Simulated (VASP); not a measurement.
Energy against volume of Pt (fcc). Calculation: PW91 GGA, VASP's PBE PAW potentials (set 64) (plane waves; VASP). Numerical set-up: 520 eV cut-off, 16×16×16 Γ-centred mesh, first-order Methfessel-Paxton smearing of 0.10 eV, potentials Pt.

```csv
V (Å³/atom),E (eV/atom)
15.276,-6.08403
15.749,-6.09610
16.221,-6.08619
16.694,-6.05823
```

Fit these four points and predict the energy of the run at 14.804 Å³/atom.

A cubic in V^(−2/3), the third-order Birch-Murnaghan form, passes through the four points with V0 = 15.76 Å³/atom and B0 = 247 GPa, and gives -6.0452 eV/atom there. The run gave -6.0453 eV/atom, -0.1 meV/atom from the fit; all five points give B0 = 247 GPa.

The compound is Pt in the fcc structure. It was relaxed first.
